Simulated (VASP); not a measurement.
Here is the system:

```xyz
6
Lattice="4.2755 0.0000 0.0000 0.0000 4.2755 0.0000 0.0000 0.0000 4.2755" Properties=species:S:1:pos:R:3 pbc="T T T"
Cu     3.2067     1.0689     3.2067
Cu     1.0689     3.2067     3.2067
Cu     3.2067     3.2067     1.0689
Cu     1.0689     1.0689     1.0689
O      0.0000     0.0000     4.2755
O      2.1378     2.1378     2.1378
```

Level of theory: PBE GGA with D3 dispersion (zero damping), VASP's PBE PAW potentials (set 64) (plane waves; VASP). Numerical set-up: 520 eV cut-off, 6×6×6 Γ-centred mesh, tetrahedra with Blöchl corrections, potentials Cu O.

The cores are frozen, which limits the accuracy of field gradients.

Question: Give the principal components of the electric field gradient (V/Å²) and the asymmetry η at each nucleus.

Answer: 
```
atom   Vxx   Vyy    Vzz     η
----  ----  ----  -----  ----
Cu1   31.9  31.9  -63.8  0.00
Cu2   31.9  31.9  -63.8  0.00
Cu3   31.9  31.9  -63.8  0.00
Cu4   31.9  31.9  -63.8  0.00
O5     0.0   0.0    0.0     -
O6     0.0   0.0    0.0     -
```

The compound is Cu2O in the cuprite structure. It was relaxed first.
